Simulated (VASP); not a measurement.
Consider the following.

```xyz
12
Lattice="3.8087 0.0000 0.0000 -3.8087 3.8087 0.0000 0.0000 0.0000 19.4260" Properties=species:S:1:pos:R:3 pbc="T T T"
Ni     0.0225     0.0223     9.0636
Ni     1.9076     1.9543     6.3337
Ni    -0.0056    -0.0058    14.3158
Ni     1.9737     1.9261    11.7404
Si     1.8635    -0.0144     7.7010
Si    -0.0054     1.9180     7.6918
Si    -0.0590     1.8727     4.9943
Si     1.9449     0.0312     5.0442
Si     1.8936    -0.0579    13.0621
Si     0.0088     1.8670    13.0985
Si    -0.0038     1.9450    10.4034
Si     1.8851    -0.0323    10.4141
```

All values below come from LDA (Ceperley-Alder, Perdew-Zunger), VASP's LDA PAW potentials (set 64) (plane waves; VASP). Run with 300 eV cut-off, 10×7×1 Γ-centred mesh, Fermi-Dirac smearing of 0.10 eV, potentials Ni Si.

At this cut-off the stress carries a Pulay error, which pulls relaxed volumes low. The cell holds a wide vacuum, so values per volume refer to the whole cell.

**Question.** Which forces act on the atoms, in eV/Å?

**Answer.** 
| atom | Fx | Fy | Fz |
|---|---|---|---|
| Ni1 | -0.520 | 0.066 | -0.276 |
| Ni2 | -0.327 | -0.342 | 1.294 |
| Ni3 | 0.006 | -0.200 | -1.244 |
| Ni4 | -0.673 | -0.704 | -0.811 |
| Si5 | 0.369 | 0.369 | 0.135 |
| Si6 | -0.046 | -0.048 | 0.161 |
| Si7 | 0.500 | 0.073 | -0.317 |
| Si8 | -0.148 | -0.023 | -0.449 |
| Si9 | 0.097 | 0.508 | 1.078 |
| Si10 | 0.193 | 0.161 | 0.765 |
| Si11 | 0.310 | -0.337 | -0.133 |
| Si12 | 0.239 | 0.477 | -0.202 |

**Question.** Give the stress tensor in GPa (positive for a compressed cell).

**Answer.** 
```
-3.88   0.00  -0.48
 0.00  -3.41   0.13
-0.48   0.13  -1.69
```
The pressure is its mean diagonal, -2.99 GPa.

The cell is a sheet with vacuum, built from a database entry that may be metastable or hypothetical. The run is not spin-polarised, so no magnetic state was tried.
